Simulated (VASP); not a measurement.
Input:

```
CELL_PARAMETERS angstrom
      1.50337    -2.74033     0.00000
      1.50337     2.74033     0.00000
      0.00000     0.00000     3.51437
ATOMIC_POSITIONS crystal
  Mg 0.00000 0.00000 0.00000
  B  0.33333 0.66667 0.50000
  B  0.69689 0.36355 0.50000
```

Method: PBE GGA, VASP's PBE PAW potentials (set 64) (plane waves; VASP). Settings: 800 eV cut-off, 10×10×8 Γ-centred mesh, first-order Methfessel-Paxton smearing of 0.10 eV, potentials Mg B.

Problem. Give the force on each atom (eV/Å).

Solution. 
| atom | Fx | Fy | Fz |
|---|---|---|---|
| Mg1 | 0.228 | 0.018 | 0.000 |
| B2 | 0.745 | -0.225 | 0.000 |
| B3 | -0.973 | 0.208 | 0.000 |

Problem. Give the stress tensor in GPa (positive for a compressed cell).

Solution. 
```
  9.92   -1.03    0.00
 -1.03  -10.62    0.00
  0.00    0.00    0.94
```
The pressure is its mean diagonal, 0.08 GPa.

The compound is MgB2 in the AlB2 type structure. The cell was not relaxed at this level, atoms are displaced from their ideal sites. The run is one of a series of settings (ENCUT = 800 against the base run), some of them coarse on purpose.
